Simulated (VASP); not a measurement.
Input:

```yaml
crystal:
  lattice:
    - [3.80864, 0.00000, 0.00000]
    - [0.00000, 3.80864, 0.00000]
    - [0.00000, 0.00000, 4.72885]
  atoms:
    - { symbol: Sn, position: [0.50000, 0.00000, 0.75600] }
    - { symbol: Sn, position: [0.00000, 0.50000, 0.24400] }
    - { symbol: O, position: [0.50000, 0.50000, 0.00000] }
    - { symbol: O, position: [0.00000, 0.00000, 0.00000] }
```

Calculation: PBEsol GGA, VASP's PBE PAW potentials (set 64) (plane waves; VASP). Run with 600 eV cut-off, 6×6×4 Γ-centred mesh, Gaussian smearing of 0.050 eV, potentials Sn_d O.

Without a dispersion term in the relaxation, distances and binding between the weakly bound layers, chains or molecules are unreliable, and so is what depends on them. Unless said otherwise, spin-orbit coupling is left out, though it shifts the bands of the heavy elements here.

Each row applies one change to this cell, which was relaxed at other settings and keeps the small stress of the first row; at a fixed cut-off the stress holds a Pulay part, so it need not integrate to ΔE exactly. Stress is in GPa, positive when the cell is compressed.

```
change                                                          ΔE (meV/atom)    σxx    σyy    σzz  largest shear component, with its sign (GPa)  largest force (eV/Å)
--------------------------------------------------------------  -------------  -----  -----  -----  --------------------------------------------  --------------------
none                                                                      0.0  -0.36  -0.36   0.14                                          0.00                 0.074
biaxial strain of -2.0 % in the xz plane                                  9.7   4.70   3.08   4.24                                          0.00                 0.695
biaxial strain of +2.0 % in the xy plane with the ions relaxed            7.6  -3.52  -3.52  -0.51                                          0.00                 0.001
biaxial strain of +1.0 % in the yz plane with the ions relaxed            1.0  -1.20  -1.31  -0.52                                          0.00                 0.001
biaxial strain of +3.0 % in the xy plane                                    …      …      …      …                                             …                     …
uniaxial strain of -4.0 % along z                                           …      …      …      …                                             …                     …
uniaxial strain of -1.5 % along x                                         1.7   2.13   1.09   1.19                                          0.00                 0.255
```

Problem. What belongs in the gaps?

Solution. 
- biaxial strain of +3.0 % in the xy plane, ΔE (meV/atom): 21.9
- biaxial strain of +3.0 % in the xy plane, σxx: -6.55
- biaxial strain of +3.0 % in the xy plane, σyy: -6.55
- biaxial strain of +3.0 % in the xy plane, σzz: -3.25
- biaxial strain of +3.0 % in the xy plane, largest shear component, with its sign (GPa): 0.00
- biaxial strain of +3.0 % in the xy plane, largest force (eV/Å): 0.592
- uniaxial strain of -4.0 % along z, ΔE (meV/atom): 12.2
- uniaxial strain of -4.0 % along z, σxx: 2.68
- uniaxial strain of -4.0 % along z, σyy: 2.68
- uniaxial strain of -4.0 % along z, σzz: 5.16
- uniaxial strain of -4.0 % along z, largest shear component, with its sign (GPa): 0.00
- uniaxial strain of -4.0 % along z, largest force (eV/Å): 0.767

Failed runs are left out, and for metals the shear rows, which the mesh's noise covers.

The compound is SnO in the litharge structure.
